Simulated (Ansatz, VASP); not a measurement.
## SrCd: VASP beside Ansatz

Wanted: the spread between two codes on one cell, functional and k mesh. The cell is taken from a series of runs on this material, whose earlier steps may have relaxed, scaled, displaced or heated it; both programs get it as it stands.

Calculated with Ansatz 0.2.0; plane waves, with VASP 6.6.1 beside it; zone-centre phonons at PBEsol.

### 1. Starting point

It takes space group Pm-3m (No. 221, cubic). The conventional cell has a = 3.976 Å, b = 3.976 Å, c = 3.976 Å, α = 90.00°, β = 90.00°, γ = 90.00°. Sr has 8 Cd at 3.44 Å nearest. Nearest to Cd lie 8 Sr at 3.44 Å. Farther neighbours are not listed.

### 2. VASP: zone-centre phonons, PBEsol

Second derivatives magnify differences that forces hide, and they need a tight electronic threshold.

Lines of VASP's logs that name or quote its potential files are left out, and so is its time.

The input, INCAR:

```
SYSTEM = SrCd
PREC = Accurate
ENCUT = 500
EDIFF = 1E-08
NELM = 120
ISMEAR = 1
SIGMA = 0.2
LREAL = .FALSE.
ALGO = Normal
GGA = PS
NBANDS = 17
LORBIT = 11
LWAVE = .FALSE.
LCHARG = .FALSE.
ISIF = 2
IBRION = 8
LASPH = .TRUE.
GGA_COMPAT = .FALSE.
KPAR = 2
```

The input, POSCAR:

```
SrCd
1.0
    3.9757347763      0.0000000000      0.0000000000
    0.0000000000      3.9757347763      0.0000000000
    0.0000000000      0.0000000000      3.9757347763
Sr Cd
1 1
Direct
    0.5000000000      0.5000000000      0.5000000000
    0.0000000000      0.0000000000      0.0000000000
```

The input, KPOINTS:

```
Automatic mesh
0
Gamma
12 12 12
0 0 0
```

Potentials, in the order of the species: Sr_sv and Cd (PBE family, release 64).

Command:

```
$ mpirun -np 2 vasp_std
```

Numbers of over 12 decimals in the logs are rounded to 6 here.

Log:

```text
[banner, memory and clock lines left out]
running    2 mpi-ranks, on    1 nodes
 distrk:  each k-point on    1 cores,    2 groups
 distr:  one band on    1 cores,    1 groups

 POSCAR found type information on POSCAR SrCd
 POSCAR found :  2 types and       2 ions
|                                                                             |
|               ----> ADVICE to this user running VASP <----                  |
|                                                                             |
|     You enforced a specific xc type in the INCAR file but a different       |
|     [... a line on the potential file left out ...]
|     I HOPE YOU KNOW WHAT YOU ARE DOING!                                     |
|                                                                             |

 LDA part: xc-table for (Slater+PW92), standard interpolation
 POSCAR, INCAR and KPOINTS ok, starting setup
 FFT: planning ... GRIDC
 FFT: planning ... GRID_SOFT
 FFT: planning ... GRID
 WAVECAR not read
 entering main loop
       N       E                     dE             d eps       ncg     rms          rms(c)
DAV:   1     0.128927505524E+03    0.12893E+03   -0.11239E+04  2920   0.116E+03
DAV:   2     0.221232588780E+01   -0.12672E+03   -0.12361E+03  3279   0.290E+02
DAV:   3    -0.377248473455E+01   -0.59848E+01   -0.59582E+01  4780   0.548E+01
DAV:   4    -0.385219408186E+01   -0.79709E-01   -0.79659E-01  3507   0.461E+00
DAV:   5    -0.385367500018E+01   -0.14809E-02   -0.14806E-02  3980   0.430E-01    0.177E+01
DAV:   6    -0.368336433593E+01    0.17031E+00   -0.61175E-01  3108   0.648E+00    0.934E+00
DAV:   7    -0.367570097290E+01    0.76634E-02   -0.48867E-02  3506   0.167E+00    0.168E+00
DAV:   8    -0.367473727032E+01    0.96370E-03   -0.65755E-03  4158   0.796E-01    0.205E-01
DAV:   9    -0.367472942417E+01    0.78462E-05   -0.42513E-04  3894   0.132E-01    0.352E-02
DAV:  10    -0.367474788810E+01   -0.18464E-04   -0.42458E-05  4376   0.361E-02    0.176E-02
DAV:  11    -0.367475318979E+01   -0.53017E-05   -0.35293E-06  3447   0.135E-02    0.593E-03
DAV:  12    -0.367475309290E+01    0.96889E-07   -0.24026E-07  4047   0.358E-03    0.231E-03
DAV:  13    -0.367475298270E+01    0.11020E-06   -0.61776E-08  4758   0.109E-03    0.129E-03
DAV:  14    -0.367475298598E+01   -0.32769E-08   -0.18342E-09  1697   0.341E-04
   1 F= -.36747530E+01 E0= -.36735468E+01  d E =-.361863E-02
 Linear response reoptimize wavefunctions to high precision
DAV:   1    -0.367475296998E+01    0.15996E-07   -0.35013E-10  1739   0.163E-04
DAV:   2    -0.367475297001E+01   -0.26830E-10   -0.71865E-11  1621   0.447E-05
 Linear response DOF=           2
 Linear response progress:
  Degree of freedom:   1/  2
       N       E                     dE             d eps       ncg     rms          rms(c)
RMM:   1    -0.295434447534E+00   -0.29543E+00    0.96992E-01 10842   0.375E+00
RMM:   2    -0.292631972897E+00    0.28025E-02   -0.37831E-02 11127   0.723E-01    0.128E-01
RMM:   3    -0.293971533848E+00   -0.13396E-02   -0.29887E-03 12580   0.231E-01    0.105E-01
RMM:   4    -0.294068485849E+00   -0.96952E-04   -0.37877E-04 13491   0.937E-02    0.500E-02
RMM:   5    -0.294202718719E+00   -0.13423E-03   -0.70041E-05 13799   0.357E-02    0.122E-02
RMM:   6    -0.294274076947E+00   -0.71358E-04   -0.14299E-05 14017   0.148E-02    0.371E-03
RMM:   7    -0.294261392658E+00    0.12684E-04   -0.53797E-06 15027   0.534E-03    0.107E-03
RMM:   8    -0.294254694656E+00    0.66980E-05   -0.29105E-05 15243   0.262E-03    0.402E-04
RMM:   9    -0.294254173687E+00    0.52097E-06   -0.32481E-05 15597   0.137E-03    0.973E-05
RMM:  10    -0.294251691825E+00    0.24819E-05   -0.23530E-05 15997   0.815E-04    0.937E-05
RMM:  11    -0.294250979030E+00    0.71280E-06   -0.13853E-05 16025   0.509E-04    0.173E-05
RMM:  12    -0.294250733623E+00    0.24541E-06   -0.92659E-06 16370   0.335E-04    0.146E-05
RMM:  13    -0.294250788885E+00   -0.55262E-07   -0.56952E-06 15654   0.238E-04    0.187E-05
RMM:  14    -0.294250808947E+00   -0.20062E-07   -0.39193E-06 15622   0.180E-04    0.417E-05
RMM:  15    -0.294250903494E+00   -0.94547E-07   -0.24752E-06 15104   0.142E-04    0.318E-05
RMM:  16    -0.294250905488E+00   -0.19941E-08   -0.17342E-06 14988   0.117E-04    0.645E-06
RMM:  17    -0.294250909808E+00   -0.43200E-08   -0.11511E-06 14093   0.974E-05    0.787E-06
RMM:  18    -0.294250916662E+00   -0.68539E-08   -0.76476E-07 13802   0.850E-05    0.568E-06
RMM:  19    -0.294250921301E+00   -0.46386E-08   -0.51099E-07 13747   0.764E-05    0.126E-06
RMM:  20    -0.294250925135E+00   -0.38342E-08   -0.34942E-07 13370   0.703E-05    0.192E-06
RMM:  21    -0.294250924344E+00    0.79079E-09   -0.24259E-07 11582   0.656E-05    0.193E-06
RMM:  22    -0.294250922920E+00    0.14238E-08   -0.15676E-07 11122   0.625E-05    0.179E-06
RMM:  23    -0.294250922679E+00    0.24107E-09   -0.11289E-07 10884   0.602E-05    0.137E-06
RMM:  24    -0.294250922642E+00    0.37334E-10   -0.75610E-08 10643   0.586E-05    0.171E-06
 first order change of Fermi-energy  -0.77814E-05
 force on displaced ion       1 direction 1 :  -2.057  -0.000  -0.000
 Linear response progress:
  Degree of freedom:   2/  2
       N       E                     dE             d eps       ncg     rms          rms(c)
RMM:   1    -0.429080918400E+00   -0.42908E+00   -0.24599E-01 11288   0.259E+00
RMM:   2    -0.429915917922E+00   -0.83500E-03   -0.11965E-03 10707   0.217E-01    0.980E-02
RMM:   3    -0.429792809250E+00    0.12311E-03   -0.77860E-05 12129   0.372E-02    0.553E-02
RMM:   4    -0.429671989503E+00    0.12082E-03   -0.42319E-05 12167   0.350E-02    0.625E-03
RMM:   5    -0.429669249182E+00    0.27403E-05   -0.79780E-06 13369   0.867E-03    0.377E-03
RMM:   6    -0.429654205603E+00    0.15044E-04   -0.19032E-06 12811   0.589E-03    0.109E-03
RMM:   7    -0.429645399711E+00    0.88059E-05   -0.40052E-07 14300   0.202E-03    0.674E-04
RMM:   8    -0.429639185211E+00    0.62145E-05   -0.35171E-08 14623   0.901E-04    0.268E-04
RMM:   9    -0.429639266195E+00   -0.80984E-07    0.96222E-08 15204   0.405E-04    0.194E-04
RMM:  10    -0.429639192506E+00    0.73689E-07    0.12089E-08 15063   0.221E-04    0.692E-05
RMM:  11    -0.429639158440E+00    0.34067E-07    0.21868E-08 15433   0.140E-04    0.185E-05
RMM:  12    -0.429639149235E+00    0.92047E-08    0.23726E-09 15686   0.906E-05    0.203E-05
 first order change of Fermi-energy  -0.15601E-03
 force on displaced ion       2 direction 1 :  -2.070   0.000  -0.000
 Linear response finished
```

Parts of OUTCAR (step 2):

```text
ion  position               nearest neighbor table
   1  0.500  0.500  0.500-   2 3.44   2 3.44   2 3.44   2 3.44   2 3.44   2 3.44   2 3.44   2 3.44

  LATTYP: Found a simple cubic cell.
 ALAT       =     3.9757347763

 Subroutine GETGRP returns: Found 48 space group operations
 (whereof 48 operations were pure point group operations)

The static configuration has the point symmetry O_h .

 Found     84 irreducible k-points:

   k-points           NKPTS =     84   k-points in BZ     NKDIM =     84   number of bands    NBANDS=     17

   dimension x,y,z NGX =    30 NGY =   30 NGZ =   30
   dimension x,y,z NGXF=    60 NGYF=   60 NGZF=   60

   ENCUT  =  500.0 eV  36.75 Ry    6.06 a.u.   7.25  7.25  7.25*2*pi/ulx,y,z

   NELECT =      22.0000    total number of electrons

 k-points in reciprocal lattice and weights: Automatic mesh
   0.00000000  0.00000000  0.00000000       0.001
   0.08333333  0.00000000  0.00000000       0.003
   0.16666667  0.00000000  0.00000000       0.003
   0.25000000  0.00000000  0.00000000       0.003
   0.33333333  0.00000000  0.00000000       0.003
   0.41666667  0.00000000  0.00000000       0.003
   0.50000000  0.00000000  0.00000000       0.002
   0.08333333  0.08333333  0.00000000       0.007
   0.16666667  0.08333333  0.00000000       0.014
[...]
0.50000000  0.50000000  0.41666667       0.003
   0.50000000  0.50000000  0.50000000       0.001

 average (electrostatic) potential at core
       1 -39.1126       2 -39.4987

  Total        0.0277984      0.0277984      0.0277984     -0.0000000     -0.0000000      0.0000000
  in kB        0.7087264      0.7087264      0.7087264     -0.0000000     -0.0000000      0.0000000
  external PRESSURE =       0.7087264 kB  Pullay stress =       0.0000000 kB

  energy-cutoff  :      500.00
  volume of cell :       62.84
      direct lattice vectors                 reciprocal lattice vectors
     3.975734776  0.000000000  0.000000000     0.251525833  0.000000000  0.000000000
     0.000000000  3.975734776  0.000000000     0.000000000  0.251525833  0.000000000
     0.000000000  0.000000000  3.975734776     0.000000000  0.000000000  0.251525833

 POSITION                                       TOTAL-FORCE (eV/Angst)
 -----------------------------------------------------------------------------------
      1.98787      1.98787      1.98787         0.000000      0.000000      0.000000
      0.00000      0.00000      0.00000         0.000000      0.000000      0.000000
 -----------------------------------------------------------------------------------
    total drift:                                0.000000      0.000000     -0.000000

 Eigenvectors and eigenvalues of the dynamical matrix
 ----------------------------------------------------

   1 f  =    3.199563 THz    20.103450 2PiTHz  106.725947 cm-1    13.232325 meV
             X         Y         Z           dx          dy          dz
      1.987867  1.987867  1.987867     0.748652   -0.000000   -0.000000
      0.000000  0.000000  0.000000    -0.662963    0.000000    0.000000

   2 f  =    3.199563 THz    20.103450 2PiTHz  106.725947 cm-1    13.232325 meV
             X         Y         Z           dx          dy          dz
      1.987867  1.987867  1.987867     0.000000    0.748652   -0.000000
      0.000000  0.000000  0.000000     0.000000   -0.662963    0.000000

   3 f  =    3.199563 THz    20.103450 2PiTHz  106.725947 cm-1    13.232325 meV
             X         Y         Z           dx          dy          dz
      1.987867  1.987867  1.987867    -0.000000   -0.000000   -0.748652
      0.000000  0.000000  0.000000     0.000000    0.000000    0.662963

   4 f/i=    0.004799 THz     0.030151 2PiTHz    0.160064 cm-1     0.019845 meV
             X         Y         Z           dx          dy          dz
      1.987867  1.987867  1.987867    -0.000000   -0.662963    0.000000
      0.000000  0.000000  0.000000    -0.000000   -0.748652    0.000000

   5 f/i=    0.004799 THz     0.030151 2PiTHz    0.160064 cm-1     0.019845 meV
             X         Y         Z           dx          dy          dz
      1.987867  1.987867  1.987867    -0.000000   -0.000000   -0.662963
      0.000000  0.000000  0.000000     0.000000    0.000000   -0.748652

   6 f/i=    0.004799 THz     0.030151 2PiTHz    0.160064 cm-1     0.019845 meV
             X         Y         Z           dx          dy          dz
      1.987867  1.987867  1.987867    -0.662963    0.000000   -0.000000
      0.000000  0.000000  0.000000    -0.748652    0.000000    0.000000

 ELASTIC MODULI CONTR FROM IONIC RELAXATION (kBar)
 Direction    XX          YY          ZZ          XY          YZ          ZX
 --------------------------------------------------------------------------------
 XX           0.0000      0.0000      0.0000      0.0000      0.0000      0.0000
 YY           0.0000      0.0000      0.0000      0.0000      0.0000      0.0000
 ZZ           0.0000      0.0000      0.0000      0.0000      0.0000      0.0000
 XY           0.0000      0.0000      0.0000      0.0000      0.0000      0.0000
 YZ           0.0000      0.0000      0.0000      0.0000      0.0000      0.0000
 ZX           0.0000      0.0000      0.0000      0.0000      0.0000      0.0000
 --------------------------------------------------------------------------------
```

(Continued in part 2 of 2.)

[Lines on the potential files, build, host, timing and source positions are cut from VASP's logs without a mark.]

[Logs are printed without paths, hosts, clocks, repeated set-up lines and the standing remarks that a program may print on its own settings, such as how far it seeks lower states.]

[Hosts, paths, dates, database ids (printed as entryN), source tags and the programs' standing remarks are cut or masked in the printed files.]
